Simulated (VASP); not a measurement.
Runs of VASP 6.6.1 on Sn. The structure is tetragonal, space group I4_1/amd (No. 141). The conventional cell has a = 5.839 Å, b = 5.839 Å, c = 3.152 Å, α = 90.00°, β = 90.00°, γ = 90.00°. Around Sn (site symmetry -4m2) lie 6 Sn at 3.02 to 3.15 Å. 

```tsv
level	k mesh	cutoff (eV)	smearing	further INCAR settings	gap on the mesh (eV)	pressure (GPa)
PBEsol	16 × 16 × 16	520	gaussian 0.5 eV	ALGO = Fast; EDIFF = 1e-07	none	(a)
r2SCAN	16 × 16 × 16	520	gaussian 0.1 eV	ALGO = Normal; EDIFF = 1e-07	none	1.5
PBEsol	22 × 22 × 22	520	gaussian 0.1 eV	ALGO = Fast; EDIFF = 1e-07	none	0.0
PBEsol	16 × 16 × 16	700	gaussian 0.1 eV	ALGO = Fast; EDIFF = 1e-07	none	0.0
PBEsol	16 × 16 × 16	900	gaussian 0.1 eV	ALGO = Fast; EDIFF = 1e-07	none	0.0
```

Alike in all rows: task single point; potentials or basis VASP PAW PBE potentials, release 64 (Sn_d); no spin polarisation; cell as given.

Problem. Estimate the missing entries.

Solution. (a) 0.2.

Caveats: the PAW data sets were made with another functional, which shifts forces and pressure a little.

A k mesh can miss the band edges, and the runs leave out spin-orbit coupling on Sn.

A gap of «none» marks a metal or a gap under the smearing width.
